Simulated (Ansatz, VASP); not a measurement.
**Cross-check of Be (Be(0001)) between VASP and Ansatz**

Aim: how closely do two programs agree when they are given the same cell, functional and k mesh? The structure shown is the end of the VASP relaxation below.

Main program and level: Ansatz 0.2.0; plane waves, with VASP 6.6.1 beside it; single point at PBEsol.

### 1. The structure

The cell holds 8 atoms: 8 Be. Its edges and angles: a = 2.257 Å, b = 2.257 Å, c = 27.464 Å, α = 90.0°, β = 90.0°, γ = 60.0°. It derives from Be. As first built, before any earlier steps moved the atoms (in the runner's words): 8 layers of hcp Be, cut at this functional's lattice. Vacuum lies along c.

### 2. VASP: relaxation, PBEsol

This run makes the geometry at which the two programs are then compared.

Lines of VASP's logs that name or quote its potential files are left out, and so is its time.

The input, INCAR:

```
SYSTEM = Be
PREC = Normal
ENCUT = 320
EDIFF = 1E-05
NELM = 120
ISMEAR = 1
SIGMA = 0.15
LREAL = .FALSE.
ALGO = Fast
GGA = PS
NBANDS = 16
LORBIT = 11
LWAVE = .FALSE.
LCHARG = .FALSE.
KPAR = 4
IBRION = 2
NSW = 40
ISIF = 2
EDIFFG = -0.03
POTIM = 0.4
MAXMIX = 40
```

The input, POSCAR:

```
Be
1.0
    2.2565634702      0.0000000000      0.0000000000
    1.1282817351      1.9542412904      0.0000000000
    0.0000000000      0.0000000000     27.4642915484
Be
8
Direct
    0.6666666700      0.6666666700      0.2730818700
    0.0000000000      0.0000000000      0.3379156200
    0.6666666700      0.6666666700      0.4027493700
    0.0000000000      0.0000000000      0.4675831200
    0.6666666700      0.6666666700      0.5324168800
    0.0000000000      0.0000000000      0.5972506300
    0.6666666700      0.6666666700      0.6620843800
    0.0000000000      0.0000000000      0.7269181300
```

The input, KPOINTS:

```
Automatic mesh
0
Gamma
15 15 1
0 0 0
```

Potentials, in the order of the species: Be (PBE family, release 64).

Run with:

```
mpirun -np 4 vasp_std
```

Numbers of over 12 decimals in the logs are rounded to 6 here.

Output:

```text
[banner, memory and clock lines left out]
running    4 mpi-ranks, on    1 nodes
 distrk:  each k-point on    1 cores,    4 groups
 distr:  one band on    1 cores,    1 groups

 POSCAR found type information on POSCAR Be
 POSCAR found :  1 types and       8 ions
|                                                                             |
|               ----> ADVICE to this user running VASP <----                  |
|                                                                             |
|     You enforced a specific xc type in the INCAR file but a different       |
|     [... a line on the potential file left out ...]
|     I HOPE YOU KNOW WHAT YOU ARE DOING!                                     |
|                                                                             |

 LDA part: xc-table for (Slater+PW92), standard interpolation
 POSCAR, INCAR and KPOINTS ok, starting setup
 FFT: planning ... GRIDC
 FFT: planning ... GRID_SOFT
 FFT: planning ... GRID
 WAVECAR not read
 entering main loop
       N       E                     dE             d eps       ncg     rms          rms(c)
DAV:   1     0.175779121611E+02    0.17578E+02   -0.44952E+03   872   0.537E+02
DAV:   2    -0.297480654242E+02   -0.47326E+02   -0.42991E+02  1240   0.124E+02
DAV:   3    -0.316878817748E+02   -0.19398E+01   -0.19150E+01  1216   0.229E+01
DAV:   4    -0.317244292975E+02   -0.36548E-01   -0.36531E-01  1248   0.344E+00
DAV:   5    -0.317256466279E+02   -0.12173E-02   -0.12172E-02  1368   0.563E-01    0.293E+00
RMM:   6    -0.311389409601E+02    0.58671E+00   -0.49155E-01   899   0.222E+00    0.176E+00
RMM:   7    -0.310008397463E+02    0.13810E+00   -0.99154E-02   901   0.113E+00    0.106E+00
RMM:   8    -0.309041918081E+02    0.96648E-01   -0.70538E-02   897   0.102E+00    0.369E-01
RMM:   9    -0.308951505108E+02    0.90413E-02   -0.13427E-02   898   0.461E-01    0.136E-01
RMM:  10    -0.308943995610E+02    0.75095E-03   -0.26313E-03   891   0.226E-01    0.694E-02
RMM:  11    -0.308942972432E+02    0.10232E-03   -0.16766E-03   889   0.135E-01    0.417E-02
RMM:  12    -0.308947361952E+02   -0.43895E-03   -0.51282E-04   834   0.835E-02    0.277E-02
RMM:  13    -0.308951043102E+02   -0.36812E-03   -0.26499E-04   812   0.552E-02    0.120E-02
RMM:  14    -0.308952446289E+02   -0.14032E-03   -0.83430E-05   743   0.317E-02    0.848E-03
RMM:  15    -0.308953117745E+02   -0.67146E-04   -0.32827E-05   669   0.176E-02    0.425E-03
RMM:  16    -0.308954356910E+02   -0.12392E-03   -0.15643E-05   646   0.118E-02    0.241E-03
RMM:  17    -0.308955632478E+02   -0.12756E-03   -0.13987E-05   603   0.978E-03    0.231E-03
RMM:  18    -0.308955883631E+02   -0.25115E-04   -0.21168E-06   477   0.461E-03    0.636E-04
RMM:  19    -0.308955957778E+02   -0.74147E-05   -0.49190E-07   420   0.365E-03
   1 F= -.30895596E+02 E0= -.30893429E+02  d E =-.308956E+02
[... from here on, the cycles between the ionic steps are left out ...]
   2 F= -.30898238E+02 E0= -.30896030E+02  d E =-.264229E-02
   3 F= -.30901020E+02 E0= -.30898867E+02  d E =-.542383E-02
   4 F= -.30902365E+02 E0= -.30900278E+02  d E =-.134563E-02
   5 F= -.30903377E+02 E0= -.30901468E+02  d E =-.235744E-02
   6 F= -.30904085E+02 E0= -.30902244E+02  d E =-.708381E-03
   7 F= -.30904379E+02 E0= -.30902631E+02  d E =-.100178E-02
   8 F= -.30905044E+02 E0= -.30903370E+02  d E =-.664846E-03
 ZBRENT: can't locate minimum, use default step
 trial-energy change:   -0.000665  1 .order   -0.000663   -0.000715   -0.000610
 step:   8.3271(harm= 14.0918)  dis= 0.02466  next Energy=   -30.906800 (dE=-0.242E-02)
 bond charge predicted
       N       E                     dE             d eps       ncg     rms          rms(c)
DAV:   1    -0.309065329795E+02   -0.14863E-02   -0.19163E-01   864   0.231E+00    0.742E-02
RMM:   2    -0.309063067334E+02    0.22625E-03   -0.24421E-03   893   0.296E-01    0.499E-03
RMM:   3    -0.309063340234E+02   -0.27290E-04   -0.22441E-04   882   0.889E-02    0.376E-03
RMM:   4    -0.309063374216E+02   -0.33981E-05   -0.42340E-05   753   0.358E-02
   9 F= -.30906337E+02 E0= -.30904872E+02  d E =-.195860E-02
 curvature: -12.91 expect dE=-0.955E-03 dE for cont linesearch -0.239E-03
 trial: gam=-0.18251 g(F)=  0.740E-04 g(S)=  0.000E+00 ort = 0.123E-03 (trialstep = 0.333E+01)
 search vector abs. value=  0.563E-04
 reached required accuracy - stopping structural energy minimisation
```

Parts of OUTCAR (step 2):

```text
ion  position               nearest neighbor table
   1  0.667  0.667  0.273-   2 2.21   2 2.21   2 2.21
   2  0.000  0.000  0.338-   1 2.21   3 2.21   1 2.21   3 2.21   1 2.21   3 2.21
   3  0.667  0.667  0.403-   4 2.21   2 2.21   4 2.21   2 2.21   4 2.21   2 2.21
   4  0.000  0.000  0.468-   3 2.21   3 2.21   3 2.21   5 2.21   5 2.21   5 2.21
   5  0.667  0.667  0.532-   6 2.21   6 2.21   6 2.21   4 2.21   4 2.21   4 2.21
   6  0.000  0.000  0.597-   5 2.21   7 2.21   5 2.21   7 2.21   5 2.21   7 2.21
   7  0.667  0.667  0.662-   8 2.21   6 2.21   8 2.21   6 2.21   8 2.21   6 2.21
   8  0.000  0.000  0.727-   7 2.21   7 2.21   7 2.21

  LATTYP: Found a hexagonal cell.
 ALAT       =     2.2565634702
 C/A-ratio  =    12.1708482441

 Subroutine GETGRP returns: Found 12 space group operations
 (whereof  6 operations were pure point group operations)

The static configuration has the point symmetry C_3v.
 The point group associated with its full space group is D_3d.

 Found     27 irreducible k-points:

   k-points           NKPTS =     27   k-points in BZ     NKDIM =     27   number of bands    NBANDS=     16

   dimension x,y,z NGX =    10 NGY =   10 NGZ =  120
   dimension x,y,z NGXF=    20 NGYF=   20 NGZF=  240

   ENCUT  =  320.0 eV  23.52 Ry    4.85 a.u.   3.29  3.29 40.06*2*pi/ulx,y,z

   NELECT =      16.0000    total number of electrons

 k-points in reciprocal lattice and weights: Automatic mesh
   0.00000000  0.00000000  0.00000000       0.004
   0.06666667  0.00000000  0.00000000       0.027
   0.13333333  0.00000000  0.00000000       0.027
   0.20000000  0.00000000  0.00000000       0.027
   0.26666667  0.00000000  0.00000000       0.027
   0.33333333  0.00000000  0.00000000       0.027
   0.40000000  0.00000000  0.00000000       0.027
   0.46666667  0.00000000  0.00000000       0.027
   0.13333333  0.06666667  0.00000000       0.027
[...]
-0.40000000  0.26666667  0.00000000       0.053
  -0.33333333  0.33333333  0.00000000       0.009

 average (electrostatic) potential at core
       1 -38.0921       2 -38.3625       3 -38.5960       4 -38.7103       5 -38.7103
       6 -38.5960       7 -38.3624       8 -38.0922

 E-fermi :   0.8358

 k-point     1 :       0.0000    0.0000    0.0000
  band No.  band energies     occupation
    ...
      5      -6.8715      2.00000
      6      -5.6300      2.00000
      7      -4.3080      2.00000
      8      -1.8892      2.00000
      9      -1.7018      2.00000
     10       3.1693     -0.00000
     11       4.7511      0.00000
     12       5.7886      0.00000
     13       6.1729      0.00000
     14       7.3070      0.00000
    ...

 k-point     2 :       0.0667    0.0000    0.0000
  band No.  band energies     occupation
    ...
      5      -6.7380      2.00000
      6      -5.4922      2.00000
      7      -4.1600      2.00000
      8      -1.7460      2.00000
      9      -1.5474      2.00000
     10       3.2291     -0.00000
     11       4.8484      0.00000
     12       5.9336      0.00000
     13       6.3287      0.00000
     14       7.4601      0.00000
    ...

 k-point     3 :       0.1333    0.0000    0.0000
  band No.  band energies     occupation
    ...
      5      -6.3392      2.00000
      6      -5.0819      2.00000
      7      -3.7200      2.00000
      8      -1.3226      2.00000
      9      -1.0857      2.00000
     10       3.3991     -0.00000
     11       5.1209      0.00000
     12       6.3553      0.00000
     13       6.7976      0.00000
     14       7.9169      0.00000
    ...

  Total       -1.6880262     -1.6880262      0.2216466      0.0000000      0.0000000      0.0000000
  in kB      -22.3303551    -22.3303551      2.9320921      0.0000000      0.0000000      0.0000000
  external PRESSURE =     -13.9095394 kB  Pullay stress =       0.0000000 kB

  energy-cutoff  :      320.00
  volume of cell :      121.11
      direct lattice vectors                 reciprocal lattice vectors
     2.256563470  0.000000000  0.000000000     0.443151727 -0.255853769  0.000000000
     1.128281735  1.954241290  0.000000000     0.000000000  0.511707538  0.000000000
     0.000000000  0.000000000 27.464291548     0.000000000  0.000000000  0.036410916

 POSITION                                       TOTAL-FORCE (eV/Angst)
 -----------------------------------------------------------------------------------
      2.25656      1.30283      7.42504         0.000000      0.000000      0.000119
      0.00000      0.00000      9.26484         0.000000     -0.000000     -0.007781
      2.25656      1.30283     11.05986        -0.000000     -0.000000     -0.022878
      0.00000      0.00000     12.84372         0.000000      0.000000     -0.019342
      2.25656      1.30283     14.62057        -0.000000     -0.000000      0.019342
      0.00000      0.00000     16.40443         0.000000      0.000000      0.022878
      2.25656      1.30283     18.19945        -0.000000      0.000000      0.007781
      0.00000      0.00000     20.03925        -0.000000     -0.000000     -0.000119
 -----------------------------------------------------------------------------------
    total drift:                                0.000000      0.000000     -0.000008

  FREE ENERGIE OF THE ION-ELECTRON SYSTEM (eV)
  ---------------------------------------------------
  free  energy   TOTEN  =       -30.9063374216 eV

  energy  without entropy=      -30.9019421200  energy(sigma->0) =      -30.90487232

 reached required accuracy - stopping structural energy minimisation

 total charge
# of ion       s       p       d       tot
------------------------------------------
    1        0.407   0.640   0.000   1.047
    2        0.414   0.744   0.000   1.159
    3        0.412   0.764   0.000   1.176
    4        0.412   0.771   0.000   1.182
    5        0.412   0.771   0.000   1.182
    6        0.412   0.764   0.000   1.176
    7        0.414   0.744   0.000   1.159
    8        0.407   0.640   0.000   1.047
--------------------------------------------------
tot          3.290   5.838   0.000   9.128

[... 3 further parts left out ...]
```

CONTCAR:

```
Be
   1.00000000000000
     2.2565634702000001    0.0000000000000000    0.0000000000000000
     1.1282817351000001    1.9542412903999999    0.0000000000000000
     0.0000000000000000    0.0000000000000000   27.4642915483999985
  Be
     8
Direct
     0.6666666699999979    0.6666666699999979    0.2703523834982211
     0.0000000000000000    0.0000000000000000    0.3373413685926007
     0.6666666699999979    0.6666666699999979    0.4026998085832318
     0.0000000000000000    0.0000000000000000    0.4676515765670107
     0.6666666699999979    0.6666666699999979    0.5323484234329894
     0.0000000000000000    0.0000000000000000    0.5973001914167683
     0.6666666699999979    0.6666666699999979    0.6626586314073996
     0.0000000000000000    0.0000000000000000    0.7296476165017789
```

### 3. Ansatz: single point, PBEsol

Ansatz runs on its default PAW (the set named soft_2) files.

The same cell, functional, mesh and smearing now go to Ansatz, which takes its cutoff from its data sets.

The input, input.yaml:

```yaml
crystal:
  lattice:
    - [2.25656347, 0.0, 0.0]
    - [1.12828174, 1.95424129, 0.0]
    - [0.0, 0.0, 27.46429155]
  atoms:
    - { symbol: Be, position: [0.66666667, 0.66666667, 0.27035238] }
    - { symbol: Be, position: [0.0, 0.0, 0.33734137] }
    - { symbol: Be, position: [0.66666667, 0.66666667, 0.40269981] }
    - { symbol: Be, position: [0.0, 0.0, 0.46765158] }
    - { symbol: Be, position: [0.66666667, 0.66666667, 0.53234842] }
    - { symbol: Be, position: [0.0, 0.0, 0.59730019] }
    - { symbol: Be, position: [0.66666667, 0.66666667, 0.66265863] }
    - { symbol: Be, position: [0.0, 0.0, 0.72964762] }
hamiltonian:
  xc: pbesol
  pseudopotentials: { kind: paw }
kpoints:
  mp_grid: { grid: [15, 15, 1] }
scf:
  occupations: { method: methfessel_paxton, width: 0.15 }
  n_extra_bands: 6
output:
  forces: true
  eigenvalues: true
```

Run with:

```
ansatz run input.yaml --threads 4 --pin off --max-ram 9216MiB --backend cpu --events-out ev --progress --plain --runs-dir out
```

Output:

```text
scf.n_extra_bands = 6 over 8 filled bands (N_el = 16.0): the run solves 14 bands
Engine: ansatz 0.2.0, aarch64-unknown-linux-gnu
Pseudopotentials: kind: paw
Pseudopotential: Be, paw, valence charge 2, recommended cutoff 420 eV (normal), Be.paw.azcp
Functional definition: PBEsol
  exchange = pbesol_x
  correlation = pbesol_c
Crystal: 8 atoms, lattice volume = 121.114 Å³
Basis set: ecut = 420 eV, 2371 PW (Γ), exchange–correlation on 32×32×384 points (8 copies of the dense FFT grid, shifted against one another)
Bands: 14, of which v1, the nominal top of the filled ones, is band 8 counted from 1 (7 counted from 0)
Symmetry: 12 space group operations
Space group: P-3m1 (ITA 164), of the structure as read, at distance tolerance 4.9e-5 Å
k-points: 27 of 225
Non-local potential: Be, projectors of the file, l = 0: 2, l = 1: 2, l = 2: 1
PAW form: soft (Blöchl's): semilocal exchange-correlation on the pseudo side does not see the compensation charge
PAW frozen core: Be, regenerated for the run's functional, and the local potential with it (the file was generated under x = pbe(κ = 0.804, μ = 0.219515), c = pbe(β = 0.066725))
PAW one-centre angular grid: Be, 110 points (default); XC on 64 Gauss nodes
Initial density: superposition of atomic densities (neutral atoms: chi_scale 0, normalization atom), corrected by the library's trained network
Initial wavefunctions: pseudopotential atomic-orbital guess
Functional: x = pbesol(κ = 0.804, μ = 0.123457), c = pbesol(β = 0.046)
SCF iter   1: F=—  HF=-721.752465 eV  |F-HF|=—  |Δ(HF+E_count)|=         —  Δρ=3.25e-3  dr2=3.04e-1  ethr=1.77e-3  ⟨swp⟩=11.1  Hψ=3948  notcnv=0
preconditioner: auto → LDOS  [metal: Δε(μ)=0.078 eV  Ē_g=8.189 eV  σ=0.150 eV  W_gap=0.42  n_scr=16 (ndim 8)  ℏωp=13.5 eV  f_vac=0.391  D(μ)=1.64/eV (n_scr^D=12)  β→1.0]
SCF iter   2: F=—  HF=-721.735829 eV  |F-HF|=—  |Δ(HF+E_count)|=   1.66e-2  S|Δr|=    0.00e0  Δρ=1.22e-3  dr2=6.21e-3  ethr=1.77e-3  ⟨swp⟩=1.4  Hψ=615  notcnv=0  defer=10
SCF iter   3: F=—  HF=-721.735183 eV  |F-HF|=—  |Δ(HF+E_count)|=   6.46e-4  S|Δr|=    0.00e0  Δρ=5.37e-4  dr2=1.88e-3  ethr=3.88e-5  ⟨swp⟩=2.4  Hψ=551  notcnv=0  defer=10
SCF iter   4: F=—  HF=-721.734963 eV  |F-HF|=—  |Δ(HF+E_count)|=   2.20e-4  S|Δr|=    0.00e0  Δρ=1.97e-4  dr2=1.93e-4  ethr=1.17e-5  ⟨swp⟩=2.1  Hψ=490  notcnv=0  defer=10
SCF iter   5: F=—  HF=-721.734933 eV  |F-HF|=—  |Δ(HF+E_count)|=   2.97e-5  S|Δr|=    0.00e0  Δρ=7.95e-5  dr2=2.32e-5  ethr=1.20e-6  ⟨swp⟩=2.6  Hψ=568  notcnv=0  defer=10
SCF iter   6: F=—  HF=-721.734938 eV  |F-HF|=—  |Δ(HF+E_count)|=   5.12e-6  S|Δr|=    0.00e0  Δρ=1.86e-5  dr2=8.47e-7  ethr=1.45e-7  ⟨swp⟩=2.7  Hψ=603  notcnv=0  defer=10
SCF iter   7: F=-721.734938 eV  HF=-721.734938 eV  |F-HF|=4.61e-8  |Δ(HF+E_count)|=   2.99e-7  S|Δr|=    0.00e0  Δρ=4.31e-6  dr2=2.62e-8  ethr=6.25e-10  ⟨swp⟩=12.9  Hψ=2751  notcnv=0
SCF 1 converged in 7 iterations: F = -721.734938 eV  dr2 = 2.62e-8
  greatest PAW one-centre occupation: 0.366 electrons in one spin orbital (limit 2), on the Be atom at site 6 (counted from 0), in its partial waves of l = 0
SCF converged after 7 iterations
Stability not checked: this state was not tested for a lower state beside it, because cold or Methfessel-Paxton smearing, or corrected tetrahedra, fill the levels in a way that the test cannot read (fill_not_monotonic; see scf.lower_state_search)
Free energy (F): -721.734938 eV
Harris-Foulkes:  -721.734938 eV  (|F-HF|=4.61e-8)
Internal energy: -721.730390 eV  (E = F + TS)
E sigma→0 (E₀):  -721.733801 eV
Entropy (-TS):   -0.004549 eV (-0.569 meV/atom)
Fermi energy:    1.409182 eV
--- Per-component energies (eV) ---
  E_band       = -45.710214
  E_kinetic    = 163.303654
  E_local      = -5445.754570  (includes V_loc(G=0)·N_el)
  E_nonlocal   = 35.926679
  E_hartree    = 2687.953852
  E_xc         = -155.328006
  E_vxc        = -164.221767  (∫ρ·V_xc dr)
  E_paw        = -457.805372  (= ΣΔE_a)
  E_vpaw       = -10.868960  (= ΣTr[D̂ρ^β])
  E_aug_tail   = -0.000005  (compensation charges beyond the density's cutoff)
  E_ewald      = 2449.897127
  E_core_change = 0.076251  (= ΣΔE_core)
  E_smearing   = -0.004549  (= −TS)
  E_closure    = 0.000000  (closes the sum)
  Σ components = -721.734938   (vs F -721.734938, Δ=0.00e0)
--- Forces (eV/Å), atoms counted from 1 ---
  atom   1  Be    -0.00000000     0.00000000     0.01365150
  atom   2  Be     0.00000000    -0.00000000    -0.00815779
  atom   3  Be     0.00000000     0.00000000    -0.02419677
  atom   4  Be     0.00000000     0.00000000    -0.01862832
  atom   5  Be     0.00000000    -0.00000000     0.01862832
  atom   6  Be    -0.00000000     0.00000000     0.02419677
  atom   7  Be    -0.00000000    -0.00000000     0.00815779
  atom   8  Be     0.00000000     0.00000000    -0.01365150
  max |Σ_I F_I| component: 1.48e-16 eV/Å
--- Band table (eV; the first three rows and the last of 27) ---
  k-point 0: bands = [... 4 lower, -6.2949, -5.0542, -3.7326, -1.3099, -1.1223, 3.7370, 5.3160, 6.3447, ... 2 higher]
  k-point 1: bands = [... 4 lower, -6.1615, -4.9166, -3.5847, -1.1669, -0.9679, 3.7972, 5.4137, 6.4903, ... 2 higher]
  k-point 2: bands = [... 4 lower, -5.7631, -4.5064, -3.1448, -0.7438, -0.5063, 3.9682, 5.6873, 6.9137, ... 2 higher]
  k-point 26: bands = [... 4 lower, 0.7746, 0.7746, 1.0098, 1.1005, 1.1005, 2.0597, 2.4037, 2.4037, ... 2 higher]
```

Wall time 1.2 s (4 threads of Arm Neoverse V1, shared host); peak memory 0.4 GiB.

In the SCF lines HF is the Harris–Foulkes energy and dr2 the Hartree energy of the density residual, in eV; the loop may stop once dr2 is under the threshold and the program's other checks hold. Hψ counts applications of the Hamiltonian.

### 4. Side by side

Known differences besides the potentials themselves: the cutoff is 420 eV in Ansatz and 320 eV in VASP (PREC = Normal); Ansatz makes its cores anew for this functional, VASP keeps those of its PBE data sets; VASP leaves aspherical gradient terms in its spheres out (LASPH is not set), Ansatz keeps them. Total energies have different zeros and are not compared.

At this near-relaxed geometry the largest component of a force difference is 14 meV/Å.

### 5. Outcome

| Quantity | Value |
| --- | --- |
| r.m.s. force difference (single point, PBEsol) | 3.9 meV/Å |

The r.m.s. force difference is 3.9 meV/Å (single point, PBEsol), within the 12 meV/Å picked in this series as the mark of a large difference. Such differences can come from data sets, numerical settings and the points named under the comparisons, not from the functional's error against experiment.

[Lines on the potential files, build, host, timing and source positions are cut from VASP's logs without a mark.]

[Logs are printed without paths, hosts, clocks, repeated set-up lines and the standing remarks that a program may print on its own settings, such as how far it seeks lower states.]

[Hosts, paths, dates, database ids (printed as entryN), source tags and the programs' standing remarks are cut or masked in the printed files.]
